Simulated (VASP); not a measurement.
Write the native input for VASP 6.6.1 that does the following.

```
Task                   : band structure
Functional             : PBEsol
Potentials or basis    : VASP PAW PBE potentials, release 64 (Sn_d)
Cutoff                 : 520 eV
k mesh                 : 10 × 10 × 10
Occupations            : gaussian, width 0.03 eV
Spin                   : no spin polarisation
Further INCAR settings : ALGO = Normal; EDIFF = 1e-07; NBANDS = 21
```

The structure of Sn lies in POSCAR:

```
Sn                                      
1.0
    0.0000000000      3.2685833787      3.2685833787
    3.2685833787      0.0000000000      3.2685833787
    3.2685833787      3.2685833787      0.0000000000
  Sn            
     2
Direct
     0.0000000000000000    0.0000000000000000    0.0000000000000000
     0.2500000000000000    0.2500000000000000    0.2500000000000000
```

The cell was built by a generator and needn't be a form met in nature.

These files were run (other wordings do the same):

INCAR

```
  PREC = Accurate
  ENCUT = 520
  EDIFF = 1E-7
  ISMEAR = 0
  SIGMA = 0.03
  LREAL = False
  LASPH = True
  NELM = 80
  ALGO = Normal
  ISIF = 2
  LWAVE = False
  LCHARG = False
  GGA = PS
  NBANDS = 21
  ICORELEVEL = 1
```

KPOINTS

```
Automatic mesh
0
Gamma
  10 10 10
```

KPOINTS_OPT

```
explicit points
209
Reciprocal
 0.0000000000  0.0000000000  0.0000000000 1
 0.0263157895  0.0000000000  0.0263157895 1
 0.0526315789  0.0000000000  0.0526315789 1
 0.0789473684  0.0000000000  0.0789473684 1
 0.1052631579  0.0000000000  0.1052631579 1
 0.1315789474  0.0000000000  0.1315789474 1
[... 201 lines left out ...]
 0.4250000000  0.0000000000  0.4250000000 1
 0.4500000000  0.0000000000  0.4500000000 1
```

Potentials or basis: VASP PAW PBE potentials, release 64 (Sn_d).

The run is started by

```console
$ cat potpaw_PBE.64/Sn_d/POTCAR > POTCAR
$ mpirun -np 1 vasp_std > vasp.out
```

It gave:

- Pressure: 0.0 GPa
- Band gap along the path: none (metal or under the smearing width)

Caveat: the PAW data sets were made with another functional, which shifts forces and pressure a little; spin-orbit coupling is left out, which moves the levels of the heavy elements.

Wall time 2.5 min on 1 thread of AMD EPYC 9R45 96-Core Processor (Zen 5), on a shared host, peak memory 0.22 GiB.
